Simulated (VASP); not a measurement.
**MgO: what moves the LDA gap besides the functional**

How far does the LDA gap of MgO depend on cutoff, mesh and cell? The starting structure is a cell with measured lattice constants from the literature and the atomic positions of a Crystallography Open Database entry. Cell and atoms stay as given unless a step says otherwise.

Main program and level: VASP 6.6.1; Kohn-Sham DFT with plane waves and PAW; LDA.

## Step 1: The starting structure

The structure is cubic, space group Fm-3m (No. 225). Conventional cell: a = 4.213 Å, b = 4.213 Å, c = 4.213 Å, α = 90.00°, β = 90.00°, γ = 90.00°. Nearest to Mg lie 6 O at 2.11 Å. Nearest to O lie 6 Mg at 2.11 Å. Farther neighbours and most contacts between anions are not listed.

Structure file:

```xyz
2
Lattice="0.0000 2.1064 2.1064 2.1064 0.0000 2.1064 2.1064 2.1064 0.0000" Properties=species:S:1:pos:R:3 pbc="T T T"
Mg    0.0000    0.0000    0.0000
O     2.1064    2.1064    2.1064
```

## Step 2: Reference bands

INCAR

```
SYSTEM = MgO
PREC = Accurate
ENCUT = 460
EDIFF = 1E-06
NELM = 100
ISMEAR = 0
SIGMA = 0.03
LREAL = .FALSE.
ALGO = Normal
GGA = CA
NBANDS = 16
LORBIT = 11
LWAVE = .FALSE.
LCHARG = .FALSE.
KPAR = 4
LASPH = .TRUE.
```

POSCAR

```
MgO
1.0
    0.0000000000      2.1064000000      2.1064000000
    2.1064000000      0.0000000000      2.1064000000
    2.1064000000      2.1064000000      0.0000000000
Mg O
1 1
Direct
    0.0000000000      0.0000000000      0.0000000000
    0.5000000000      0.5000000000      0.5000000000
```

KPOINTS

```
Automatic mesh
0
Gamma
8 8 8
0 0 0
```

KPOINTS_OPT

```
Line mode
10
Line-mode
Reciprocal
  0.00000000   0.00000000   0.00000000 GAMMA
  0.50000000   0.00000000   0.50000000 X

  0.50000000   0.00000000   0.50000000 X
  0.50000000   0.25000000   0.75000000 W

  0.50000000   0.25000000   0.75000000 W
  0.37500000   0.37500000   0.75000000 K

  0.37500000   0.37500000   0.75000000 K
  0.00000000   0.00000000   0.00000000 GAMMA

  0.00000000   0.00000000   0.00000000 GAMMA
  0.50000000   0.50000000   0.50000000 L

  0.50000000   0.50000000   0.50000000 L
  0.62500000   0.25000000   0.62500000 U

  0.62500000   0.25000000   0.62500000 U
  0.50000000   0.25000000   0.75000000 W

  0.50000000   0.25000000   0.75000000 W
  0.50000000   0.50000000   0.50000000 L

  0.50000000   0.50000000   0.50000000 L
  0.37500000   0.37500000   0.75000000 K

  0.62500000   0.25000000   0.62500000 U
  0.50000000   0.00000000   0.50000000 X
```

The projector-augmented-wave data sets are Mg and O (LDA family, release 64).

Launch:

```console
$ mpirun -np 4 vasp_std
```

What it wrote:

```text
[banner, memory and clock lines left out]
running    4 mpi-ranks, on    1 nodes
 distrk:  each k-point on    1 cores,    4 groups
 distr:  one band on    1 cores,    1 groups

 POSCAR found type information on POSCAR MgO
 POSCAR found :  2 types and       2 ions
 LDA part: xc-table for (Slater(with rela. corr.)+CA(PZ))
 , standard interpolation
 POSCAR, INCAR and KPOINTS ok, starting setup
 FFT: planning ... GRIDC
 FFT: planning ... GRID_SOFT
 FFT: planning ... GRID
 WAVECAR not read
 entering main loop
       N       E                     dE             d eps       ncg     rms          rms(c)
DAV:   1     0.122603277912E+02    0.12260E+02   -0.40478E+03  1048   0.398E+02
DAV:   2    -0.145035971270E+02   -0.26764E+02   -0.25903E+02  1272   0.110E+02
DAV:   3    -0.149941778155E+02   -0.49058E+00   -0.49039E+00  1048   0.115E+01
DAV:   4    -0.149949671905E+02   -0.78938E-03   -0.78936E-03  1256   0.551E-01
DAV:   5    -0.149949691618E+02   -0.19713E-05   -0.19714E-05  1064   0.247E-02    0.702E+00
DAV:   6    -0.134895712770E+02    0.15054E+01   -0.74173E+00   976   0.109E+01    0.219E+00
DAV:   7    -0.134538408810E+02    0.35730E-01   -0.71691E-02  1064   0.159E+00    0.132E+00
DAV:   8    -0.134296131117E+02    0.24228E-01   -0.38490E-02  1080   0.137E+00    0.337E-01
DAV:   9    -0.134286169696E+02    0.99614E-03   -0.12657E-03  1072   0.199E-01    0.144E-01
DAV:  10    -0.134284469759E+02    0.16999E-03   -0.30361E-04  1072   0.113E-01    0.980E-03
DAV:  11    -0.134284456497E+02    0.13262E-05   -0.11646E-05  1152   0.158E-02    0.381E-03
DAV:  12    -0.134284455708E+02    0.78922E-07   -0.31988E-07   544   0.334E-03
   1 F= -.13428446E+02 E0= -.13428446E+02  d E =-.225502E-44
 Start KPOINTS_OPT (optional k-point list driver)
k-point batch [1-29\100]
       N       E                     dE             ncg
DAV:   1     0.104046165912E+03   -0.89014E+04     1072
DAV:   2    -0.590053064025E+03   -0.69410E+03     1248
DAV:   3    -0.601168733990E+03   -0.11116E+02     1192
DAV:   4    -0.601189017345E+03   -0.20283E-01     1256
DAV:   5    -0.601189069636E+03   -0.52291E-04     1112
DAV:   6    -0.601189069786E+03   -0.15090E-06     1032
[...]
k-point batch [88-100\100]
       N       E                     dE             ncg
DAV:   1     0.552094356414E+04   -0.48734E+04      488
DAV:   2     0.521959194848E+04   -0.30135E+03      584
DAV:   3     0.521535362683E+04   -0.42383E+01      528
DAV:   4     0.521534642337E+04   -0.72035E-02      528
DAV:   5     0.521534640465E+04   -0.18720E-04      520
DAV:   6     0.521534640460E+04   -0.53458E-07      456
```

Wall time 2.8 s (4 MPI ranks of Intel Xeon 6975P-C (Granite Rapids), shared host); peak memory 0.49 GiB.

The logs omit lines about the potential files and the build; timing stands in the text.

Parts of OUTCAR (step 2):

```text
ion  position               nearest neighbor table
   1  0.000  0.000  0.000-   2 2.11   2 2.11   2 2.11   2 2.11   2 2.11   2 2.11
   2  0.500  0.500  0.500-   1 2.11   1 2.11   1 2.11   1 2.11   1 2.11   1 2.11

  LATTYP: Found a face centered cubic cell.
 ALAT       =     4.2128000000

 Subroutine GETGRP returns: Found 48 space group operations
 (whereof 48 operations were pure point group operations)

The static configuration has the point symmetry O_h .

 Found     29 irreducible k-points:

   k-points           NKPTS =     29   k-points in BZ     NKDIM =     29   number of bands    NBANDS=     16

   dimension x,y,z NGX =    24 NGY =   24 NGZ =   24
   dimension x,y,z NGXF=    48 NGYF=   48 NGZF=   48

   ENCUT  =  460.0 eV  33.81 Ry    5.81 a.u.   5.21  5.21  5.21*2*pi/ulx,y,z

   NELECT =       8.0000    total number of electrons

 k-points in reciprocal lattice and weights: Automatic mesh
   0.00000000  0.00000000  0.00000000       0.002
   0.12500000  0.00000000  0.00000000       0.016
   0.25000000  0.00000000  0.00000000       0.016
   0.37500000  0.00000000  0.00000000       0.016
   0.50000000  0.00000000  0.00000000       0.008
   0.12500000  0.12500000  0.00000000       0.012
   0.25000000  0.12500000  0.00000000       0.047
   0.37500000  0.12500000  0.00000000       0.047
   0.50000000  0.12500000  0.00000000       0.047
[...]
-0.37500000  0.50000000  0.12500000       0.023
  -0.25000000  0.50000000  0.25000000       0.012

 average (electrostatic) potential at core
       1 -35.1351       2 -70.7733

 E-fermi :   3.1655

 k-point     1 :       0.0000    0.0000    0.0000
  band No.  band energies     occupation
      1     -14.1214      2.00000
      2       2.8753      2.00000
      3       2.8753      2.00000
      4       2.8753      2.00000
      5       7.5282      0.00000
      6      18.4000      0.00000
      7      18.4000      0.00000
      8      18.4000      0.00000
      9      22.4226      0.00000
    ...

 k-point     2 :       0.1250    0.0000    0.0000
  band No.  band energies     occupation
      1     -13.9516      2.00000
      2       1.9094      2.00000
      3       2.7701      2.00000
      4       2.7701      2.00000
      5       8.4350      0.00000
      6      16.7507      0.00000
      7      18.7573      0.00000
      8      18.7573      0.00000
      9      23.0669      0.00000
    ...

 k-point     3 :       0.2500    0.0000    0.0000
  band No.  band energies     occupation
      1     -13.5079      2.00000
      2       0.1808      2.00000
      3       2.5280      2.00000
      4       2.5280      2.00000
      5       9.8506      0.00000
      6      15.2281      0.00000
      7      19.2356      0.00000
      8      19.2356      0.00000
      9      22.6788      0.00000
    ...

  Total       -0.9911205     -0.9911205     -0.9911205      0.0000000      0.0000000     -0.0000000
  in kB      -84.9541347    -84.9541347    -84.9541347      0.0000000      0.0000000     -0.0000000
  external PRESSURE =     -84.9541347 kB  Pullay stress =       0.0000000 kB

  energy-cutoff  :      460.00
  volume of cell :       18.69
      direct lattice vectors                 reciprocal lattice vectors
     0.000000000  2.106400000  2.106400000    -0.237371819  0.237371819  0.237371819
     2.106400000  0.000000000  2.106400000     0.237371819 -0.237371819  0.237371819
     2.106400000  2.106400000  0.000000000     0.237371819  0.237371819 -0.237371819

 POSITION                                       TOTAL-FORCE (eV/Angst)
 -----------------------------------------------------------------------------------
      0.00000      0.00000      0.00000         0.000000      0.000000     -0.000000
      2.10640      2.10640      2.10640         0.000000      0.000000      0.000000
 -----------------------------------------------------------------------------------
    total drift:                               -0.000000     -0.000000      0.000000

  FREE ENERGIE OF THE ION-ELECTRON SYSTEM (eV)
  ---------------------------------------------------
  free  energy   TOTEN  =       -13.4284455708 eV

  energy  without entropy=      -13.4284455708  energy(sigma->0) =      -13.42844557

 total charge
# of ion       s       p       d       tot
------------------------------------------
    1        0.154   0.188   0.080   0.422
    2        1.537   3.538   0.000   5.075
--------------------------------------------------
tot          1.691   3.726   0.080   5.497

[... 3 further parts left out ...]
```

At this level the cell is under a tension of 8.5 GPa, so at these settings it is away from equilibrium.

The reference gap is 4.653 eV.

## Step 3: Bands with cell and atoms relaxed by LDA

Against step 2 the input has another starting structure. The cell comes from a relaxation at this level, not shown (17.81 Å³).

INCAR is that of step 2.

POSCAR

```
MgO
1.0
    0.0000000000      2.0727924766      2.0727924766
    2.0727924766      0.0000000000      2.0727924766
    2.0727924766      2.0727924766      0.0000000000
Mg O
1 1
Direct
    0.0000000000      0.0000000000      0.0000000000
    0.5000000000      0.5000000000      0.5000000000
```

KPOINTS is that of step 2.

KPOINTS_OPT is that of step 2.

Launch:

```console
$ mpirun -np 4 vasp_std
```

What it wrote:

```text
[... set-up lines as in an earlier step ...]
 entering main loop
       N       E                     dE             d eps       ncg     rms          rms(c)
DAV:   1     0.109506520064E+02    0.10951E+02   -0.39681E+03  1080   0.402E+02
DAV:   2    -0.146317723166E+02   -0.25582E+02   -0.25045E+02  1248   0.109E+02
DAV:   3    -0.150321235842E+02   -0.40035E+00   -0.40025E+00  1064   0.107E+01
DAV:   4    -0.150327819360E+02   -0.65835E-03   -0.65835E-03  1248   0.493E-01
[...]
DAV:  10    -0.134494735839E+02    0.13239E-03   -0.24058E-04  1064   0.101E-01    0.908E-03
DAV:  11    -0.134494724365E+02    0.11474E-05   -0.10072E-05  1144   0.149E-02    0.365E-03
DAV:  12    -0.134494723634E+02    0.73135E-07   -0.29212E-07   560   0.320E-03
   1 F= -.13449472E+02 E0= -.13449472E+02  d E =-.480844E-38
 Start KPOINTS_OPT (optional k-point list driver)
k-point batch [1-29\100]
       N       E                     dE             ncg
DAV:   1     0.245383096111E+03   -0.84372E+04     1000
DAV:   2    -0.526056792289E+03   -0.77144E+03     1208
DAV:   3    -0.539974788334E+03   -0.13918E+02     1176
DAV:   4    -0.539998307604E+03   -0.23519E-01     1208
DAV:   5    -0.539998362362E+03   -0.54758E-04     1176
DAV:   6    -0.539998362510E+03   -0.14758E-06      968
[...]
k-point batch [88-100\100]
       N       E                     dE             ncg
DAV:   1     0.563799465949E+04   -0.46598E+04      440
DAV:   2     0.528056634479E+04   -0.35743E+03      568
DAV:   3     0.527432826663E+04   -0.62381E+01      560
DAV:   4     0.527431780164E+04   -0.10465E-01      496
DAV:   5     0.527431777661E+04   -0.25030E-04      552
DAV:   6     0.527431777654E+04   -0.65760E-07      432
```

Run time: 2.8 s. Hardware: 4 MPI ranks; peak memory 0.48 GiB; 8.8 s of CPU time.

OUTCAR, selected parts (step 3):

```text
  Total       -0.0770360     -0.0770360     -0.0770360      0.0000000      0.0000000      0.0000000
  in kB       -6.9295824     -6.9295824     -6.9295824      0.0000000      0.0000000      0.0000000
  external PRESSURE =      -6.9295824 kB  Pullay stress =       0.0000000 kB

 POSITION                                       TOTAL-FORCE (eV/Angst)
 -----------------------------------------------------------------------------------
      0.00000      0.00000      0.00000         0.000000      0.000000      0.000000
      2.07279      2.07279      2.07279         0.000000      0.000000      0.000000
 -----------------------------------------------------------------------------------
    total drift:                               -0.000000     -0.000000      0.000000

  FREE ENERGIE OF THE ION-ELECTRON SYSTEM (eV)
  ---------------------------------------------------
  free  energy   TOTEN  =       -13.4494723634 eV

  energy  without entropy=      -13.4494723634  energy(sigma->0) =      -13.44947236

[... 1 part as in an earlier step ...]

[... 2 further parts left out ...]
[key lines of the parts left out:]
E-fermi :   3.5171
```

With cell and atoms relaxed by LDA the gap is 5.138 eV, +0.485 eV from the reference.

## Step 4: Bands with no band path

Against step 2 the input has no band path (also changed: NBANDS).

Changes to INCAR since step 3:

```diff
@@ -10,3 +10,3 @@
 GGA = CA
-NBANDS = 16
+NBANDS = 10
 LORBIT = 11
```

POSCAR

```
MgO
1.0
    0.0000000000      2.1064000000      2.1064000000
    2.1064000000      0.0000000000      2.1064000000
    2.1064000000      2.1064000000      0.0000000000
Mg O
1 1
Direct
    0.0000000000      0.0000000000      0.0000000000
    0.5000000000      0.5000000000      0.5000000000
```

KPOINTS is that of step 3.

Launch:

```console
$ mpirun -np 4 vasp_std
```

What it wrote:

```text
[... set-up lines as in an earlier step ...]
 entering main loop
       N       E                     dE             d eps       ncg     rms          rms(c)
DAV:   1     0.920875342722E+01    0.92088E+01   -0.44606E+03   700   0.637E+02
DAV:   2    -0.145833960673E+02   -0.23792E+02   -0.22704E+02   660   0.128E+02
DAV:   3    -0.149941583486E+02   -0.41076E+00   -0.41062E+00   678   0.153E+01
DAV:   4    -0.149949669357E+02   -0.80859E-03   -0.80858E-03   634   0.781E-01
[...]
DAV:   9    -0.134285719662E+02    0.21026E-03   -0.20730E-04   662   0.119E-01    0.131E-01
DAV:  10    -0.134284463186E+02    0.12565E-03   -0.28507E-04   608   0.156E-01    0.764E-03
DAV:  11    -0.134284455607E+02    0.75792E-06   -0.38370E-06   630   0.111E-02
   1 F= -.13428446E+02 E0= -.13428446E+02  d E =-.479623E-28
```

The job ended after 1.4 s (4 MPI ranks; peak memory 0.46 GiB).

OUTCAR, selected parts (step 4):

```text
  Total       -0.9889179     -0.9889179     -0.9889179      0.0000000      0.0000000      0.0000000
  in kB      -84.7653391    -84.7653391    -84.7653391      0.0000000      0.0000000      0.0000000
  external PRESSURE =     -84.7653391 kB  Pullay stress =       0.0000000 kB

 POSITION                                       TOTAL-FORCE (eV/Angst)
 -----------------------------------------------------------------------------------
      0.00000      0.00000      0.00000         0.000000      0.000000     -0.000000
      2.10640      2.10640      2.10640        -0.000000     -0.000000      0.000000
 -----------------------------------------------------------------------------------
    total drift:                               -0.000000     -0.000000      0.000000

  FREE ENERGIE OF THE ION-ELECTRON SYSTEM (eV)
  ---------------------------------------------------
  free  energy   TOTEN  =       -13.4284455607 eV

  energy  without entropy=      -13.4284455607  energy(sigma->0) =      -13.42844556

[... 1 part as in an earlier step ...]

[... 2 further parts left out ...]
[key lines of the parts left out:]
E-fermi :   3.0996
```

With no band path the gap is 4.653 eV, +0.000 eV from the reference, read on the mesh alone.

## Step 5: Bands with a cutoff of 640 eV

Against step 2 the input has ENCUT = 640.

Changes to INCAR since step 4:

```diff
@@ -2,3 +2,3 @@
 PREC = Accurate
-ENCUT = 460
+ENCUT = 640
 EDIFF = 1E-06
@@ -10,3 +10,3 @@
 GGA = CA
-NBANDS = 10
+NBANDS = 16
 LORBIT = 11
```

POSCAR is that of step 4.

KPOINTS is that of step 4.

KPOINTS_OPT is that of step 3.

Launch:

```console
$ mpirun -np 4 vasp_std
```

What it wrote:

```text
[... set-up lines as in an earlier step ...]
 entering main loop
       N       E                     dE             d eps       ncg     rms          rms(c)
DAV:   1     0.214449798035E+02    0.21445E+02   -0.48624E+03   968   0.534E+02
DAV:   2    -0.142030230718E+02   -0.35648E+02   -0.34616E+02  1240   0.131E+02
DAV:   3    -0.149956670587E+02   -0.79264E+00   -0.79231E+00  1104   0.159E+01
DAV:   4    -0.149973836781E+02   -0.17166E-02   -0.17166E-02  1184   0.794E-01
[...]
DAV:  10    -0.134293069783E+02    0.19915E-03   -0.36289E-04  1064   0.127E-01    0.100E-02
DAV:  11    -0.134293053865E+02    0.15918E-05   -0.11483E-05  1120   0.159E-02    0.336E-03
DAV:  12    -0.134293053184E+02    0.68132E-07   -0.21403E-07   552   0.305E-03
   1 F= -.13429305E+02 E0= -.13429305E+02  d E =-.392438E-44
 Start KPOINTS_OPT (optional k-point list driver)
k-point batch [1-29\100]
       N       E                     dE             ncg
DAV:   1     0.351506024941E+03   -0.98651E+04     1000
DAV:   2    -0.582281521418E+03   -0.93379E+03     1216
DAV:   3    -0.601624921140E+03   -0.19343E+02     1224
DAV:   4    -0.601662241719E+03   -0.37321E-01     1120
DAV:   5    -0.601662334287E+03   -0.92569E-04     1232
DAV:   6    -0.601662334563E+03   -0.27583E-06      920
[...]
k-point batch [88-100\100]
       N       E                     dE             ncg
DAV:   1     0.654129229659E+04   -0.51987E+04      424
DAV:   2     0.611874593265E+04   -0.42255E+03      536
DAV:   3     0.610969140955E+04   -0.90545E+01      560
DAV:   4     0.610967280086E+04   -0.18609E-01      512
DAV:   5     0.610967274951E+04   -0.51358E-04      568
DAV:   6     0.610967274935E+04   -0.15483E-06      400
```

The job ended after 5 s (4 MPI ranks; peak memory 0.54 GiB; 18 s of CPU time).

(Continued in part 2 of 2.)

[Lines on the potential files, build, host, timing and source positions are cut from VASP's logs without a mark.]

[Logs are printed without paths, hosts, clocks, repeated set-up lines and the standing remarks that a program may print on its own settings, such as how far it seeks lower states.]

[Hosts, paths, dates, database ids (printed as entryN), source tags and the programs' standing remarks are cut or masked in the printed files.]
